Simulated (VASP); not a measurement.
Level of theory: PBE GGA, VASP's PBE PAW potentials (set 64) (plane waves; VASP).

Input for VASP

**INCAR**
```
# general
SYSTEM =Ho
PREC   =Accurate
ENCUT  =400   # plane-wave cut-off (eV)
LREAL  =.FALSE.   # projection in real space or not
LASPH  =.TRUE.   # aspherical one-centre terms

# electronic loop
EDIFF  =1E-6   # SCF stop (eV)
NELM   =100   # most electronic steps
ALGO   =Normal   # blocked Davidson
IMIX   =4
AMIX   =0.05
BMIX   =0.0001
LMAXMIX=6   # l cut-off of mixed one-centre charges

# smearing
ISMEAR =1
SIGMA  =0.1   # width (eV)

# functional
GGA    =PE   # PBE

# ions
ISIF   =2   # forces and stress, cell fixed

# output
LWAVE  =.FALSE.
LCHARG =.FALSE.
```

### KPOINTS
```
Automatic mesh
0
Gamma
10 10 6
0 0 0
```

### POSCAR
```
Ho
1
    1.8258000000    -3.1623780000     0.0000000000
    1.8258000000     3.1623780000     0.0000000000
    0.0000000000     0.0000000000     5.7324000000
Ho
2
Direct
  0.3333330000   0.6666670000   0.2500000000
  0.6666670000   0.3333330000   0.7500000000
```

POTCAR, in this order: Ho_3 (PBE.64 set). Program: vasp_std.

The 4f electrons are frozen in the core of the lanthanide potential, so 4f levels, which can set the real gap, and their magnetism are missing.

Problem. Estimate the energy per atom (σ→0), pressure, band gap (on the k-mesh).

Solution. 
* **energy per atom (σ→0)**: -4.505 eV/atom
* **band gap (on the k-mesh)**: none (metal, semimetal or under 0.01 eV)
* **pressure**: -2.21 GPa

**OSZICAR**
```
...
DAV:   8    -0.901456584506E+01   -0.45839E-04   -0.10144E-02  2055   0.976E-01    0.560E-01
DAV:   9    -0.900860427900E+01    0.59616E-02   -0.14332E-02  2273   0.127E+00    0.704E-01
DAV:  10    -0.900866315310E+01   -0.58874E-04   -0.98970E-04  2227   0.360E-01    0.384E-02
DAV:  11    -0.900866457695E+01   -0.14238E-05   -0.32995E-05  2409   0.826E-02    0.345E-02
DAV:  12    -0.900865707567E+01    0.75013E-05   -0.39864E-05  2379   0.725E-02    0.554E-02
DAV:  13    -0.900865884051E+01   -0.17648E-05   -0.55906E-06  2161   0.237E-02    0.128E-02
DAV:  14    -0.900865886681E+01   -0.26299E-07   -0.20849E-07  1013   0.630E-03
   1 F= -.90086589E+01 E0= -.90100962E+01  d E =0.431202E-02
```

The compound is Ho in the hcp structure. The cell was not relaxed at this level. The run is one of a series of settings (AMIX = 0.05, BMIX = 0.0001, IMIX = 4 against the base run), some of them coarse on purpose.
